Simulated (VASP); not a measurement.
The input files of a VASP run:

**INCAR**
```
# general
SYSTEM  = MoSe2
PREC    = Accurate
ENCUT   = 300
LREAL   = .FALSE.
LASPH   = .TRUE.

# electronic loop
EDIFF   = 1E-6
NELM    = 100
ALGO    = Normal
LMAXMIX = 4

# smearing
ISMEAR  = -1
SIGMA   = 0.01

# functional
GGA     = PS

# ions
ISIF    = 2

# output
LWAVE   = .FALSE.
LCHARG  = .FALSE.
```

### KPOINTS
```
Regular mesh
0
Gamma
 5 5 1
0 0 0
```

### POSCAR
```
MoSe2
1.0
  1.6450000000  -2.8492240000   0.0000000000
  1.6450000000   2.8492240000   0.0000000000
  0.0000000000   0.0000000000  12.9300000000
Mo Se
2 4
Cartesian
  1.6386634600   0.9550256941   3.2237205300
  1.6615207350  -1.0246236888   9.6637656300
  1.6543518250   0.9155667909  11.3826798300
  1.6095699900  -0.9405630331   4.9598057700
  1.6632085050  -0.8731988301   1.5052847400
  1.6426854850   0.9677930669   8.0547564300
```

POTCAR, in this order: Mo_sv Se (PBE.64 set). Program: vasp_std.

Problem. Write an equivalent input for Ansatz.

Solution. One equivalent input (not run):
Ansatz 0.2 input:
```yaml
crystal:
  lattice:
    - [1.6450000, -2.8492240, 0.0000000]
    - [1.6450000, 2.8492240, 0.0000000]
    - [0.0000000, 0.0000000, 12.9300000]
  atoms:
    - { symbol: Mo, position: [0.3304800, 0.6656680, 0.2493210] }
    - { symbol: Mo, position: [0.6848290, 0.3252140, 0.7473910] }
    - { symbol: Se, position: [0.3421730, 0.6635120, 0.8803310] }
    - { symbol: Se, position: [0.6542870, 0.3241750, 0.3835890] }
    - { symbol: Se, position: [0.6587690, 0.3523000, 0.1164180] }
    - { symbol: Se, position: [0.3294620, 0.6691310, 0.6229510] }
kpoints:
  mp_grid: { grid: [5, 5, 1] }
hamiltonian:
  xc: pbesol
  pseudopotentials: { kind: paw }
scf:
  occupations: { method: fermi_dirac, width: 0.01 }
  max_iter: 100
output: { forces: true, stress: true, eigenvalues: true }
```
Limits of the translation: each code has its own PAW files, so the cut-off isn't converted (ENCUT is set for VASP's; basis.ecutwfc is left out, and Ansatz then takes the one that its files recommend); Ansatz stops its SCF on the density residual and VASP on the energy change (EDIFF).

The structure is a typed MoSe2 crystal (P6_3/mmc). The cell was not relaxed at this level, atoms are displaced from their ideal sites. The k-mesh is coarse (spacing up to 0.49 per Å, 2π included), so the numbers may not be converged in it.
